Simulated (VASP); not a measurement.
LiH (HLi), in a box:

```xyz
2
Lattice="9.0000 0.0000 0.0000 0.0000 9.0000 0.0000 0.0000 0.0000 11.0000" Properties=species:S:1:pos:R:3 pbc="T T T"
Li    4.5130    4.5210    4.7361
H     4.5130    4.5210    6.3319
```

Base run:

```yaml
Program: VASP 6.6.1
Functional: PBE
Dispersion: TS
Potentials_or_basis: VASP PAW PBE potentials, release 64 (Li_sv, H)
Cutoff: 520 eV
k_mesh: 1 × 1 × 1
Occupations: gaussian, width 0.01 eV
Spin: no spin polarisation
```

Its results: gap between the frontier levels 2.79 eV; largest force 0.100 eV/Å.

The run is repeated on the same cell with these changes: functional from PBE to PBE0; potentials or basis from VASP PAW PBE potentials, release 64 (Li_sv, H) to VASP PAW PBE potentials, release 64 (Li_sv, H_h); cutoff from 520 eV to 900 eV. What comes out?

Gap between the frontier levels 4.34 eV; largest force 0.052 eV/Å.

Caveats: the PAW data sets were made with another functional, which shifts forces and pressure a little (some runs).

A k mesh can miss the band edges.

Not every run made on this cell is shown here.
